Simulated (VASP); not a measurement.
A run of VASP 6.6.1:

Contents of INCAR:

```
PREC     = Accurate       # precision mode
ENCUT    = 520            # plane-wave cutoff, eV
EDIFF    = 1E-6           # SCF threshold, eV
ISMEAR   = -1             # smearing method
SIGMA    = 0.1            # smearing width, eV
LREAL    = Auto         
LASPH    = True           # aspherical terms in the spheres
NELM     = 100            # most SCF steps
ALGO     = Fast           # electronic algorithm
ISIF     = 2              # what is computed and relaxed
LWAVE    = False          # write WAVECAR
LCHARG   = False          # write CHGCAR
GGA      = PE             # functional
NBANDS   = 84             # bands
```

Contents of KPOINTS:

```
Automatic mesh
0
Gamma
  3 3 3
```

Contents of POSCAR:

```
BaMo6S8
1.0
    7.2777260000     -0.3278040000      0.8408320000
    0.1013800000      6.7009080000      0.2636320000
    0.2382130000     -0.5952620000      6.5856860000
Ba Mo S
1 6 8
Direct
    0.2929810000      0.6193880000      0.9672350000
    0.8446770000      0.5716970000      0.9273170000
    0.6561520000      0.9094990000      0.7808590000
    0.2942070000      0.1168770000      0.8887770000
    0.2079280000      0.7198490000      0.4860960000
    0.9106190000      0.0053120000      0.0913980000
    0.5696830000      0.3013820000      0.1518690000
    0.6882880000      0.1063720000      0.4435420000
    0.3951160000      0.3870500000      0.5426010000
    0.2059460000      0.2484120000      0.2873050000
    0.4700540000      0.9267680000      0.2477240000
    0.8970620000      0.3684810000      0.3193080000
    0.0541180000      0.3709220000      0.6148250000
    0.0110390000      0.0265830000      0.6792500000
    0.7416310000      0.7262620000      0.3449160000
```

Potentials or basis: VASP PAW PBE potentials, release 64 (Ba_sv, Mo_sv, S).

Run with:

```bash
$ cat potpaw_PBE.64/Ba_sv/POTCAR potpaw_PBE.64/Mo_sv/POTCAR potpaw_PBE.64/S/POTCAR > POTCAR
$ mpirun -np 1 vasp_std > vasp.out
```

Hardware: 1 thread of Intel(R) Xeon(R) Platinum 8259CL CPU @ 2.50GHz (Skylake/Cascade Lake) (shared host).

Q: How long does it take, and how much memory?

A: Wall time 22 min on 1 thread of Intel(R) Xeon(R) Platinum 8259CL CPU @ 2.50GHz (Skylake/Cascade Lake), with other jobs on the host, peak memory 0.5 GiB. Counts: scf iterations 31, k points 14.
